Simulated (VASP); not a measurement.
Given:

```xyz
2
Lattice="0.0000 3.3596 3.3596 3.3596 0.0000 3.3596 3.3596 3.3596 0.0000" Properties=species:S:1:pos:R:3 pbc="T T T"
In     0.0000     0.0000     0.0000
Bi     1.6798     1.6798     1.6798
```

All values below come from PBEsol GGA, VASP's PBE PAW potentials (set 64) (plane waves; VASP 6.6.1). Settings: 400 eV cut-off, 11×11×11 Γ-centred mesh, tetrahedra with Blöchl corrections, potentials In_d Bi_d.

**Question.** The job: InBi (relaxed from the zinc blende structure, space group F-43m), 2 atoms, PBEsol, static run, 400 eV, 11×11×11 Γ-centred mesh. Roughly how much core time does it take on a busy server core?

**Answer.** About 60 core-seconds (one run on a shared machine, a rough figure). It had 56 irreducible k-points, 18 bands, up to 1411 plane waves and 14 electronic steps.

The structure was generated: InBi was put into the zinc blende type (F-43m), which need not be its known phase. It was relaxed first.
